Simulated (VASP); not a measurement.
Set up this calculation in VASP 6.6.1, as the native input.

```
Task                   : band structure
Functional             : PBE
Potentials or basis    : VASP PAW PBE potentials, release 64 (In_d, Sb)
Cutoff                 : 520 eV
k mesh                 : 8 × 8 × 8
Occupations            : gaussian, width 0.02 eV
Spin                   : no spin polarisation
Further INCAR settings : ALGO = Fast; EDIFF = 1e-07; NBANDS = 16; AMIX = 0.2
```

Crystal: InSb.

```
CELL_PARAMETERS angstrom
0.00000 3.31698 3.31698
3.31698 0.00000 3.31698
3.31698 3.31698 0.00000
ATOMIC_POSITIONS crystal
In 0.00000 0.00000 0.00000
Sb 0.25000 0.25000 0.25000
```

One way to write it, as run:

POSCAR

```
InSb                                    
1.0
    0.0000000000      3.3169758586      3.3169758586
    3.3169758586      0.0000000000      3.3169758586
    3.3169758586      3.3169758586      0.0000000000
  In              Sb            
     1     1
Direct
     0.0000000000000000    0.0000000000000000    0.0000000000000000
     0.2500000000000000    0.2500000000000000    0.2500000000000000
```

INCAR.step1

```
  PREC = Accurate
  ENCUT = 520
  EDIFF = 1E-7
  ISMEAR = 0
  SIGMA = 0.02
  LREAL = False
  LASPH = True
  NELM = 80
  ALGO = Fast
  ISIF = 2
  LWAVE = False
  LCHARG = True
  GGA = PE
  NBANDS = 16
  AMIX = 0.2
```

KPOINTS.step1

```
Automatic mesh
0
Gamma
  8 8 8
```

INCAR.step2

```
  PREC = Accurate
  ENCUT = 520
  EDIFF = 1E-7
  ISMEAR = 0
  SIGMA = 0.05
  LREAL = False
  LASPH = True
  NELM = 80
  ALGO = Fast
  ISIF = 2
  LWAVE = False
  LCHARG = False
  GGA = PE
  NBANDS = 16
  AMIX = 0.2
  ICHARG = 11
```

KPOINTS.step2

```
path GXWKGLUWLK,UX
15
line-mode
reciprocal
 0.0000000000  0.0000000000  0.0000000000  G
 0.5000000000  0.0000000000  0.5000000000  X

 0.5000000000  0.0000000000  0.5000000000  X
 0.5000000000  0.2500000000  0.7500000000  W

 0.5000000000  0.2500000000  0.7500000000  W
 0.3750000000  0.3750000000  0.7500000000  K

 0.3750000000  0.3750000000  0.7500000000  K
 0.0000000000  0.0000000000  0.0000000000  G

 0.0000000000  0.0000000000  0.0000000000  G
 0.5000000000  0.5000000000  0.5000000000  L

 0.5000000000  0.5000000000  0.5000000000  L
 0.6250000000  0.2500000000  0.6250000000  U

 0.6250000000  0.2500000000  0.6250000000  U
 0.5000000000  0.2500000000  0.7500000000  W

 0.5000000000  0.2500000000  0.7500000000  W
 0.5000000000  0.5000000000  0.5000000000  L

 0.5000000000  0.5000000000  0.5000000000  L
 0.3750000000  0.3750000000  0.7500000000  K

 0.6250000000  0.2500000000  0.6250000000  U
 0.5000000000  0.0000000000  0.5000000000  X
```

Potentials or basis: VASP PAW PBE potentials, release 64 (In_d, Sb).

The run is started by

```console
$ cat potpaw_PBE.64/In_d/POTCAR potpaw_PBE.64/Sb/POTCAR > POTCAR
$ cp INCAR.step1 INCAR
$ cp KPOINTS.step1 KPOINTS
$ mpirun -np 1 vasp_std > vasp.out
$ cp INCAR.step2 INCAR
$ cp KPOINTS.step2 KPOINTS
$ mpirun -np 1 vasp_std > vasp.out
```

Results of the run:

- Band gap along the path: none (metal or under the smearing width)

Caveat: the log is that of the step along the path at fixed density, whose energy, stress, charges and moments have no meaning; spin-orbit coupling is left out, which moves the levels of the heavy elements; this crystal is a semiconductor, whose small gap the functional closes, so the metal is an error of the method.

Wall time 3.9 min on 1 thread of AMD EPYC 7R13 Processor (Zen 3) (shared host), peak memory 0.29 GiB.
